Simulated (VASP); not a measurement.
```
HgMg3Te4
1.0
    0.00000     3.23686     3.23686
    3.23686     0.00000     3.23686
   12.89642    12.89642     0.05101
Mg Te Hg
3 4 1
Direct
  0.99741   0.99741   0.00194
  0.99941   0.99941   0.25044
  0.99971   0.99971   0.50022
  0.25004   0.25004   0.06247
  0.25075   0.25075   0.31194
  0.25386   0.25386   0.55960
  0.24796   0.24796   0.81403
  0.00085   0.00085   0.74936
```

Calculation: PBEsol GGA, VASP's PBE PAW potentials (set 64) (plane waves; VASP 6.6.1). Settings: 400 eV cut-off, Gaussian smearing of 0.050 eV, potentials Mg Te Hg.

Unless said otherwise, spin-orbit coupling is left out, though it shifts the bands of the heavy elements here.

**Question.** Estimate the band gap (along the path) with the smallest direct gap where there is one.

**Answer.** 
The band gap (along the path) is 0.69 eV and the smallest direct gap (along the path) is 0.69 eV.

The structure was generated: HgMg3Te4 was put into an ordered model structure (R3m), which need not be its known phase. It was relaxed first.
